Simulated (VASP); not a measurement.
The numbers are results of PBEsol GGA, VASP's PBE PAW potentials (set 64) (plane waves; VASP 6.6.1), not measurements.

A VASP calculation is set up with these files.

### INCAR
```
# general
SYSTEM  = FeAl
PREC    = Accurate
ENCUT   = 480   # plane-wave cut-off (eV)
LREAL   = .FALSE.   # projection in real space or not
LASPH   = .TRUE.   # aspherical one-centre terms

# electronic loop
EDIFF   = 1E-7   # SCF stop (eV)
NELM    = 100   # most electronic steps
ALGO    = Normal
LMAXMIX = 4   # l cut-off of mixed one-centre charges

# smearing
ISMEAR  = 1
SIGMA   = 0.1

# functional
GGA     = PS

# ions
ISIF    = 2   # forces and stress, cell fixed

# output
LWAVE   = .FALSE.
LCHARG  = .FALSE.
```

**POSCAR**
```
FeAl
2.8398310
  0.9999998970   0.0000000000   0.0000000000
  0.0000000000   0.9999998970   0.0000000000
  0.0000000000   0.0000000000   0.9999998970
Al Fe
1 1
Cart
  0.4999999485   0.4999999485   0.4999999485
  0.0000000000   0.0000000000   0.0000000000
```

### KPOINTS
```
Automatic mesh
0
Gamma
12 12 12
0 0 0
```

POTCAR, in this order: Al Fe (PBE.64 set). Program: vasp_std.

Output of the run:

**OSZICAR**
```
       N       E                     dE             d eps       ncg     rms          rms(c)
DAV:   1     0.305992858190E+02    0.30599E+02   -0.49067E+03  1512   0.117E+03
DAV:   2    -0.146551514634E+02   -0.45254E+02   -0.43735E+02  1520   0.180E+02
DAV:   3    -0.158496069433E+02   -0.11945E+01   -0.11777E+01  1823   0.401E+01
DAV:   4    -0.158736842200E+02   -0.24077E-01   -0.24048E-01  1919   0.514E+00
DAV:   5    -0.158740973366E+02   -0.41312E-03   -0.41309E-03  1843   0.577E-01    0.149E+01
DAV:   6    -0.177696981140E+02   -0.18956E+01   -0.77947E+01  1730   0.140E+02    0.179E+01
DAV:   7    -0.137665884712E+02    0.40031E+01   -0.37865E+01  1723   0.864E+01    0.263E+00
DAV:   8    -0.137282048083E+02    0.38384E-01   -0.23692E-01  1713   0.605E+00    0.153E+00
DAV:   9    -0.137102823176E+02    0.17922E-01   -0.54043E-02  1866   0.344E+00    0.389E-01
DAV:  10    -0.137097470441E+02    0.53527E-03   -0.10709E-03  1929   0.464E-01    0.187E-01
DAV:  11    -0.137097108702E+02    0.36174E-04   -0.49481E-05  1729   0.826E-02    0.748E-03
DAV:  12    -0.137097104631E+02    0.40704E-06   -0.13388E-06  1804   0.110E-02    0.485E-03
DAV:  13    -0.137097103487E+02    0.11438E-06   -0.26673E-07   948   0.668E-03    0.126E-03
DAV:  14    -0.137097103089E+02    0.39886E-07   -0.52232E-08   834   0.205E-03
   1 F= -.13709710E+02 E0= -.13709790E+02  d E =0.239980E-03
```

### OUTCAR
```
------------------------ aborting loop because EDIFF is reached ----------------------------------------
  FORCE on cell =-STRESS in cart. coord.  units (eV):
  Direction    XX          YY          ZZ          XY          YZ          ZX
  --------------------------------------------------------------------------------------
  Total        0.0173002      0.0173002      0.0173002      0.0000000      0.0000000      0.0000000
  in kB        1.2102750      1.2102750      1.2102750      0.0000000      0.0000000      0.0000000
  external PRESSURE =       1.2102750 kB  Pullay stress =       0.0000000 kB
  volume of cell :       22.90
      direct lattice vectors                 reciprocal lattice vectors
     2.839830707  0.000000000  0.000000000     0.352133667  0.000000000  0.000000000
     0.000000000  2.839830707  0.000000000     0.000000000  0.352133667  0.000000000
     0.000000000  0.000000000  2.839830707     0.000000000  0.000000000  0.352133667
 POSITION                                       TOTAL-FORCE (eV/Angst)
 -----------------------------------------------------------------------------------
      1.41992      1.41992      1.41992         0.000000      0.000000      0.000000
      0.00000      0.00000      0.00000         0.000000      0.000000      0.000000
 -----------------------------------------------------------------------------------
    total drift:                               -0.000000      0.000000      0.000000
  FREE ENERGIE OF THE ION-ELECTRON SYSTEM (eV)
  ---------------------------------------------------
  free  energy   TOTEN  =       -13.7097103089 eV

  energy  without entropy=      -13.7099502888  energy(sigma->0) =      -13.70979030
```
(Selected blocks of OUTCAR.)

The compound is FeAl in the CsCl type structure. It was relaxed first, which changed the volume by -7 %. The run is not spin-polarised, so no magnetic state was tried. The electron count is odd and the run is not spin-polarised, which forces a metal.
